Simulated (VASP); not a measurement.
Data:

```xyz
1
Lattice="0.0000 1.7839 1.7839 1.7839 0.0000 1.7839 1.7839 1.7839 0.0000" Properties=species:S:1:pos:R:3 pbc="T T T"
Cu     0.0000     0.0000     0.0000
```

The numbers are results of PBEsol GGA, VASP's PBE PAW potentials (set 64) (plane waves; VASP), not measurements. Settings: PREC = Normal, EDIFF = 1E-5, 400 eV cut-off, 20×20×20 Γ-centred mesh, first-order Methfessel-Paxton smearing of 0.10 eV, potentials Cu.

Estimate the energy per atom (σ→0), band gap (on the k-mesh) with the smallest direct gap where there is one.

The band gap (on the k-mesh) is none (metal, semimetal or under 0.01 eV). The energy per atom (σ→0) is -4.310 eV/atom.

Total energies compare only between runs with the same potentials, cut-off and functional.

The compound is Cu in the fcc structure. It was relaxed first.
